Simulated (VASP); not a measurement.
# Cu on the Al site in ScAl3, part 3 of 6

Wanted: what Cu on the Al site costs in ScAl3 and how the lattice relaxes round it. The start is a computed cell from the Materials Project.

VASP 6.6.1, plane waves and PAW; the level of theory is named at each step.

So far. Step 2 (The host at zero pressure): The run ended after 3 ionic steps, 0.035 eV below its first step, once forces and stress met EDIFFG = -0.02. Step 3 (The perfect supercell): The host is treated as a metal, as its relaxation found a gap under 0.3 eV or none, and only the neutral defect is run.

## 4. Reference Cu

This step: LDA; plane waves and PAW (Cu) (VASP 6.6.1).

System of this step: Cu. It takes space group Fm-3m (No. 225, cubic). Conventional cell: a = 3.610 Å, b = 3.610 Å, c = 3.610 Å, α = 90.00°, β = 90.00°, γ = 90.00°. Nearest to Cu lie 12 Cu at 2.55 Å.

The reference for Cu is its crystal, relaxed at the cutoff of the large cell.

File INCAR:

```
SYSTEM = Cu
PREC = Normal
ENCUT = 300
EDIFF = 1E-05
NELM = 120
ISMEAR = 1
SIGMA = 0.1
LREAL = Auto
ALGO = Fast
GGA = CA
NBANDS = 11
LASPH = .TRUE.
LORBIT = 11
LWAVE = .FALSE.
LCHARG = .FALSE.
KPAR = 4
IBRION = 2
NSW = 25
ISIF = 3
EDIFFG = -0.02
POTIM = 0.4
```

File POSCAR:

```
Cu
1.0
    0.0000000000      1.8050000000      1.8050000000
    1.8050000000      0.0000000000      1.8050000000
    1.8050000000      1.8050000000      0.0000000000
Cu
1
Direct
    0.0000000000      0.0000000000      0.0000000000
```

File KPOINTS:

```
Automatic mesh
0
Gamma
13 13 13
0 0 0
```

The projector-augmented-wave data sets are Cu (LDA family, release 64).

The run is started by

```bash
$ mpirun -np 4 vasp_std
```

Log:

```text
[banner, memory and clock lines left out]
running    4 mpi-ranks, on    1 nodes
 distrk:  each k-point on    1 cores,    4 groups
 distr:  one band on    1 cores,    1 groups

 POSCAR found type information on POSCAR Cu
 POSCAR found :  1 types and       1 ions
|                                                                             |
|               ----> ADVICE to this user running VASP <----                  |
|                                                                             |
|     You have a (more or less) 'small supercell' and for smaller cells       |
|     it is recommended to use the reciprocal-space projection scheme!        |
|     The real-space optimization is not efficient for small cells and it     |
|     is also less accurate ...                                               |
|     Therefore, set LREAL=.FALSE. in the INCAR file.                         |
|                                                                             |

 LDA part: xc-table for (Slater(with rela. corr.)+CA(PZ))
 , standard interpolation
 POSCAR, INCAR and KPOINTS ok, starting setup
 FFT: planning ... GRIDC
 FFT: planning ... GRID_SOFT
 FFT: planning ... GRID
 WAVECAR not read
 entering main loop
       N       E                     dE             d eps       ncg     rms          rms(c)
DAV:   1     0.308520805210E+02    0.30852E+02   -0.39505E+03  1973   0.109E+03
DAV:   2    -0.506701427680E+01   -0.35919E+02   -0.33637E+02  1872   0.164E+02
DAV:   3    -0.566982652168E+01   -0.60281E+00   -0.58590E+00  2165   0.265E+01
DAV:   4    -0.567329269552E+01   -0.34662E-02   -0.34658E-02  2027   0.173E+00
DAV:   5    -0.567332782677E+01   -0.35131E-04   -0.35131E-04  2119   0.177E-01    0.797E+00
RMM:   6    -0.507919694120E+01    0.59413E+00   -0.41794E+00  1855   0.391E+01    0.466E+00
RMM:   7    -0.469441532728E+01    0.38478E+00   -0.71822E-01  1853   0.161E+01    0.982E-01
RMM:   8    -0.468190601580E+01    0.12509E-01   -0.17856E-02  1856   0.154E+00    0.225E-01
RMM:   9    -0.468076027553E+01    0.11457E-02   -0.34977E-03  1894   0.108E+00    0.273E-02
RMM:  10    -0.468079697866E+01   -0.36703E-04   -0.61117E-04  1916   0.320E-01    0.227E-02
RMM:  11    -0.468080105186E+01   -0.40732E-05   -0.99664E-05  1826   0.123E-01
   1 F= -.46808011E+01 E0= -.46808114E+01  d E =-.468080E+01
 curvature:   0.00 expect dE= 0.000E+00 dE for cont linesearch  0.000E+00
 trial: gam= 0.00000 g(F)=  0.586E-65 g(S)=  0.183E+00 ort = 0.000E+00 (trialstep = 0.100E+01)
 search vector abs. value=  0.183E+00
 bond charge predicted
       N       E                     dE             d eps       ncg     rms          rms(c)
DAV:   1    -0.100187565114E+02   -0.53380E+01   -0.82466E+01  2220   0.178E+02    0.194E+01
RMM:   2    -0.620975340893E+01    0.38090E+01   -0.17597E+01  1855   0.875E+01    0.783E+00
RMM:   3    -0.480006782954E+01    0.14097E+01   -0.31486E+00  1859   0.333E+01    0.316E+00
RMM:   4    -0.470239270402E+01    0.97675E-01   -0.76820E-02  1924   0.367E+00    0.102E+00
RMM:   5    -0.468593959160E+01    0.16453E-01   -0.20869E-02  1869   0.279E+00    0.303E-01
RMM:   6    -0.468431906353E+01    0.16205E-02   -0.56967E-03  1886   0.131E+00    0.898E-02
RMM:   7    -0.468444880406E+01   -0.12974E-03   -0.22474E-03  2039   0.500E-01    0.184E-02
RMM:   8    -0.468447117950E+01   -0.22375E-04   -0.26810E-04  1906   0.159E-01    0.481E-03
RMM:   9    -0.468447327902E+01   -0.20995E-05   -0.19427E-05  1445   0.473E-02
   2 F= -.46844733E+01 E0= -.46842752E+01  d E =-.367223E-02
[...]
3 F= -.47219645E+01 E0= -.47218858E+01  d E =-.411634E-01
[...]
4 F= -.47221194E+01 E0= -.47220323E+01  d E =-.413184E-01
 curvature:  -0.28 expect dE=-0.141E-03 dE for cont linesearch -0.141E-03
 ZBRENT: interpolating
 opt :   0.5141  next Energy=    -4.722194 (dE=-0.414E-01)
 bond charge predicted
       N       E                     dE             d eps       ncg     rms          rms(c)
DAV:   1    -0.472330428019E+01   -0.11858E-02   -0.20501E-02  2042   0.321E+00    0.284E-01
RMM:   2    -0.472240596503E+01    0.89832E-03   -0.34081E-03  1860   0.111E+00    0.115E-01
RMM:   3    -0.472212987408E+01    0.27609E-03   -0.42889E-04  1812   0.396E-01    0.524E-02
RMM:   4    -0.472209259834E+01    0.37276E-04   -0.23118E-05  1555   0.551E-02    0.164E-02
RMM:   5    -0.472208848683E+01    0.41115E-05   -0.11562E-05  1283   0.693E-02
   5 F= -.47220885E+01 E0= -.47220051E+01  d E =-.412874E-01
 curvature:  -0.15 expect dE=-0.371E-05 dE for cont linesearch -0.371E-05
 trial: gam=-0.01164 g(F)=  0.469E-62 g(S)=  0.254E-04 ort = 0.216E-02 (trialstep = 0.903E+00)
 search vector abs. value=  0.363E-08
 reached required accuracy - stopping structural energy minimisation
```

Elapsed: 13 s, on 4 MPI ranks of AMD EPYC 7R43, shared host; peak memory 0.31 GiB; 47 s of CPU time.

Parts of OUTCAR (step 4):

```text
  LATTYP: Found a face centered cubic cell.
 ALAT       =     3.6100000000

The static configuration has the point symmetry O_h .

 Found     84 irreducible k-points:

   k-points           NKPTS =     84   k-points in BZ     NKDIM =     84   number of bands    NBANDS=     11

   dimension x,y,z NGX =    12 NGY =   12 NGZ =   12
   dimension x,y,z NGXF=    24 NGYF=   24 NGZF=   24

   ENCUT  =  300.0 eV  22.05 Ry    4.70 a.u.   3.61  3.61  3.61*2*pi/ulx,y,z

   NELECT =      11.0000    total number of electrons

 E-fermi :   8.6057

 k-point     1 :       0.0000    0.0000    0.0000
  band No.  band energies     occupation
    ...
      2       5.0545      2.00000
      3       5.0545      2.00000
      4       5.0545      2.00000
      5       6.0016      2.00000
      6       6.0016      2.00000
      7      31.6985      0.00000
      8      34.8033      0.00000
      9      34.8033      0.00000
     10      34.8033      0.00000
     11      37.4176      0.00000

 k-point     2 :       0.0769    0.0000    0.0000
  band No.  band energies     occupation
    ...
      2       5.0027      2.00000
      3       5.0997      2.00000
      4       5.0997      2.00000
      5       5.9841      2.00000
      6       5.9841      2.00000
      7      30.4069      0.00000
      8      32.8840      0.00000
      9      34.1872      0.00000
     10      34.1877      0.00000
     11      38.3296      0.00000

  Total       -0.0148116     -0.0148116     -0.0148116      0.0000000      0.0000000      0.0000000
  in kB       -2.1765075     -2.1765075     -2.1765075      0.0000000      0.0000000      0.0000000
  external PRESSURE =      -2.1765075 kB  Pullay stress =       0.0000000 kB

  energy-cutoff  :      300.00
  volume of cell :       10.90
      direct lattice vectors                 reciprocal lattice vectors
     0.000000000  1.759980308  1.759980308    -0.284094088  0.284094088  0.284094088
     1.759980308 -0.000000000  1.759980308     0.284094088 -0.284094088  0.284094088
     1.759980308  1.759980308  0.000000000     0.284094088  0.284094088 -0.284094088

 POSITION                                       TOTAL-FORCE (eV/Angst)
 -----------------------------------------------------------------------------------
      0.00000      0.00000      0.00000         0.000000     -0.000000     -0.000000
 -----------------------------------------------------------------------------------
    total drift:                               -0.000000     -0.000000      0.000000

  FREE ENERGIE OF THE ION-ELECTRON SYSTEM (eV)
  ---------------------------------------------------
  free  energy   TOTEN  =        -4.7220884868 eV

  energy  without entropy=       -4.7218383525  energy(sigma->0) =       -4.72200511

 total charge
# of ion       s       p       d       tot
------------------------------------------
    1        0.480   0.444   9.184  10.108

[... 2 parts as in an earlier step ...]

[... 7 further parts left out ...]
```

CONTCAR:

```
Cu
   1.00000000000000
     0.0000000000000000    1.7599803079883578    1.7599803079883578
     1.7599803079883578   -0.0000000000000000    1.7599803079883578
     1.7599803079883578    1.7599803079883578    0.0000000000000000
  Cu
     1
Direct
     0.0000000000000000    0.0000000000000000    0.0000000000000000
```

This run has no spin polarisation. Its electron count is odd, so without a moment it is a metal by construction.

Relaxation path:

| step | energy less that of the first step (eV) | largest force (eV/Å) | pressure (GPa) | volume (Å³) |
| --- | --- | --- | --- | --- |
| 1 | 0.0000 | 0.0000 | -17.12 | 11.76 |
| 2 | -0.0037 | 0.0000 | 17.00 | 10.13 |
| 3 | -0.0412 | 0.0000 | -1.10 | 10.93 |
| 4 | -0.0413 | 0.0000 | 0.98 | 10.88 |
| 5 | -0.0413 | 0.0000 | -0.22 | 10.90 |

| conventional cell, symmetrised | before | after | change |
| --- | --- | --- | --- |
| a (Å) | 3.610 | 3.520 | -2.5 % |
| b (Å) | 3.610 | 3.520 | -2.5 % |
| c (Å) | 3.610 | 3.520 | -2.5 % |
| volume (Å³/atom) | 11.76 | 10.90 | -7.3 % |

Final coordinates:

```
Cu
1.0
     0.00000    1.75998    1.75998
     1.75998    0.00000    1.75998
     1.75998    1.75998    0.00000
Cu
1
Direct
  0.00000 0.00000 0.00000
```

Numbers from this step:

```yaml
electronic_cycles: 40
electrons: 11
free_energy_toten: -4.722 eV
energy_at_zero_smearing: -4.722 eV
fermi_energy: 8.606 eV
```

The run ended after 5 ionic steps, 0.041 eV below its first step, once forces and stress met EDIFFG = -0.02.

Energy at zero smearing: -4.72201 eV.

## 5. Reference Al

This step: LDA; plane waves and PAW (Al) (VASP 6.6.1).

System of this step: Al. The structure is cubic, space group Fm-3m (No. 225). The conventional cell has a = 4.050 Å, b = 4.050 Å, c = 4.050 Å, α = 90.00°, β = 90.00°, γ = 90.00°. Nearest to Al lie 12 Al at 2.86 Å.

The reference for Al is its crystal, relaxed at the cutoff of the large cell.

INCAR, as its differences from that of step 4:

```diff
@@ -1,2 +1,2 @@
-SYSTEM = Cu
+SYSTEM = Al
 PREC = Normal
@@ -10,4 +10,3 @@
 GGA = CA
-NBANDS = 11
-LASPH = .TRUE.
+NBANDS = 7
 LORBIT = 11
@@ -16,2 +15,3 @@
 KPAR = 4
+LASPH = .TRUE.
 IBRION = 2
```

File POSCAR:

```
Al
1.0
    0.0000000000      2.0250000000      2.0250000000
    2.0250000000      0.0000000000      2.0250000000
    2.0250000000      2.0250000000      0.0000000000
Al
1
Direct
    0.0000000000      0.0000000000      0.0000000000
```

File KPOINTS:

```
Automatic mesh
0
Gamma
11 11 11
0 0 0
```

The projector-augmented-wave data sets are Al (LDA family, release 64).

The run is started by

```bash
$ mpirun -np 4 vasp_std
```

Log:

```text
[banner, memory and clock lines left out]
running    4 mpi-ranks, on    1 nodes
 distrk:  each k-point on    1 cores,    4 groups
 distr:  one band on    1 cores,    1 groups

 POSCAR found type information on POSCAR Al
 POSCAR found :  1 types and       1 ions
 [... a notice as in an earlier step ...]

 LDA part: xc-table for (Slater(with rela. corr.)+CA(PZ))
 , standard interpolation
 POSCAR, INCAR and KPOINTS ok, starting setup
 FFT: planning ... GRIDC
 FFT: planning ... GRID_SOFT
 FFT: planning ... GRID
 WAVECAR not read
 entering main loop
       N       E                     dE             d eps       ncg     rms          rms(c)
DAV:   1    -0.344301958404E+01   -0.34430E+01   -0.64193E+02   924   0.139E+02
DAV:   2    -0.421359540732E+01   -0.77058E+00   -0.75538E+00  1148   0.158E+01
DAV:   3    -0.421689682425E+01   -0.33014E-02   -0.32936E-02  1029   0.100E+00
DAV:   4    -0.421690001444E+01   -0.31902E-05   -0.31895E-05  1162   0.277E-02
DAV:   5    -0.421690001494E+01   -0.49495E-09   -0.10365E-08  1085   0.373E-04    0.139E+00
RMM:   6    -0.419945858483E+01    0.17441E-01   -0.17696E-03   784   0.219E-01    0.796E-01
RMM:   7    -0.418818614011E+01    0.11272E-01   -0.48591E-03   784   0.356E-01    0.135E-01
RMM:   8    -0.418819758935E+01   -0.11449E-04   -0.28128E-04   784   0.109E-01    0.424E-02
RMM:   9    -0.418820093730E+01   -0.33480E-05   -0.27143E-05   778   0.378E-02
   1 F= -.41882009E+01 E0= -.41877267E+01  d E =-.418820E+01
 curvature:   0.00 expect dE= 0.000E+00 dE for cont linesearch  0.000E+00
 trial: gam= 0.00000 g(F)=  0.000E+00 g(S)=  0.182E-01 ort = 0.000E+00 (trialstep = 0.100E+01)
 search vector abs. value=  0.182E-01
 bond charge predicted
       N       E                     dE             d eps       ncg     rms          rms(c)
DAV:   1    -0.419894893585E+01   -0.10751E-01   -0.11140E-01   959   0.147E+00    0.241E-01
RMM:   2    -0.419829688688E+01    0.65205E-03   -0.44179E-04   784   0.162E-01    0.112E-01
RMM:   3    -0.419787388938E+01    0.42300E-03   -0.17053E-04   784   0.671E-02    0.329E-02
RMM:   4    -0.419787093237E+01    0.29570E-05   -0.31821E-05   757   0.338E-02
   2 F= -.41978709E+01 E0= -.41974541E+01  d E =-.967000E-02
 trial-energy change:   -0.009670  1 .order   -0.009452   -0.018172   -0.000733
 step:   1.0390(harm=  1.0420)  dis= 0.00000  next Energy=    -4.197885 (dE=-0.968E-02)
 reached required accuracy - stopping structural energy minimisation
```

Wall time 2.6 s (4 MPI ranks); peak memory 0.28 GiB; 6.7 s of CPU time.

From OUTCAR (step 5):

```text
   k-points           NKPTS =     56   k-points in BZ     NKDIM =     56   number of bands    NBANDS=      7

   ENCUT  =  300.0 eV  22.05 Ry    4.70 a.u.   4.04  4.04  4.04*2*pi/ulx,y,z

   NELECT =       3.0000    total number of electrons

 E-fermi :   8.2208

 k-point     1 :       0.0000    0.0000    0.0000
  band No.  band energies     occupation
      1      -3.1668      2.00000
      2      21.0253      0.00000
      3      21.0254      0.00000
      4      21.0254      0.00000
      5      22.6287      0.00000
      6      22.6287      0.00000
    ...

  Total       -0.0159719     -0.0159719     -0.0159719     -0.0000000     -0.0000000     -0.0000000
  in kB       -1.6137541     -1.6137541     -1.6137541     -0.0000000     -0.0000000     -0.0000000
  external PRESSURE =      -1.6137541 kB  Pullay stress =       0.0000000 kB

 POSITION                                       TOTAL-FORCE (eV/Angst)
 -----------------------------------------------------------------------------------
      0.00000      0.00000      0.00000        -0.000000     -0.000000      0.000000
 -----------------------------------------------------------------------------------
    total drift:                               -0.000000     -0.000000      0.000000

  FREE ENERGIE OF THE ION-ELECTRON SYSTEM (eV)
  ---------------------------------------------------
  free  energy   TOTEN  =        -4.1978709324 eV

  energy  without entropy=       -4.1966204843  energy(sigma->0) =       -4.19745412

[... 4 parts as in an earlier step ...]

[... 12 further parts left out ...]
```

Step by step:

| step | energy less that of the first step (eV) | largest force (eV/Å) | pressure (GPa) | volume (Å³) |
| --- | --- | --- | --- | --- |
| 1 | 0.0000 | 0.0000 | -3.82 | 16.61 |
| 2 | -0.0097 | 0.0000 | -0.16 | 15.86 |

| conventional cell, symmetrised | before | after | change |
| --- | --- | --- | --- |
| a (Å) | 4.050 | 3.988 | -1.5 % |
| b (Å) | 4.050 | 3.988 | -1.5 % |
| c (Å) | 4.050 | 3.988 | -1.5 % |
| volume (Å³/atom) | 16.61 | 15.86 | -4.5 % |

Final coordinates:

```xyz
1
Lattice="0.0000 1.9940 1.9940 1.9940 0.0000 1.9940 1.9940 1.9940 0.0000" Properties=species:S:1:pos:R:3 pbc="T T T"
Al    0.0000    0.0000    0.0000
```

This step gave:

```yaml
electronic_cycles: 13
electrons: 3
free_energy_toten: -4.198 eV
energy_at_zero_smearing: -4.197 eV
fermi_energy: 8.221 eV
```

The run ended after 2 ionic steps, 0.010 eV below its first step, once forces and stress met EDIFFG = -0.02.

Energy at zero smearing: -4.19745 eV.

(Continued in part 4 of 6.)

[Lines on the potential files, build, host, timing and source positions are cut from VASP's logs without a mark.]

[Logs are printed without paths, hosts, clocks, repeated set-up lines and the standing remarks that a program may print on its own settings, such as how far it seeks lower states.]

[Hosts, paths, dates, database ids (printed as entryN), source tags and the programs' standing remarks are cut or masked in the printed files.]

[In band tables of VASP the shares of atoms and orbitals are scaled to a sum of 1 inside the atoms' spheres.]

[Runs that stopped without an error message from VASP are left out.]
